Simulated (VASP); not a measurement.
Data:

```
CELL_PARAMETERS angstrom
      0.00000     3.59374     3.59374
      3.59374     0.00000     3.59374
      3.59374     3.59374     0.00000
ATOMIC_POSITIONS crystal
  K  0.00000 0.00000 0.00000
  I  0.50000 0.50000 0.50000
```

All values below come from PBE GGA, VASP's PBE PAW potentials (set 64) (plane waves; VASP 6.6.1). Run with 520 eV cut-off, 6×6×6 Γ-centred mesh, Gaussian smearing of 0.050 eV, potentials K_sv I.

Unless said otherwise, spin-orbit coupling is left out, though it shifts the bands of the heavy elements here.

### Question
What does the run give for the energy per atom (σ→0), band gap (on the k-mesh) with the smallest direct gap where there is one?

### Answer

```json
{
  "band gap (on the k-mesh)": "3.85 eV",
  "smallest direct gap (on the k-mesh)": "3.85 eV",
  "energy per atom (σ→0)": "-2.783 eV/atom"
}
```

Total energies compare only between runs with the same potentials, cut-off and functional.

The compound is KI in the rock salt structure. It was relaxed first, which changed the volume by +5 %.
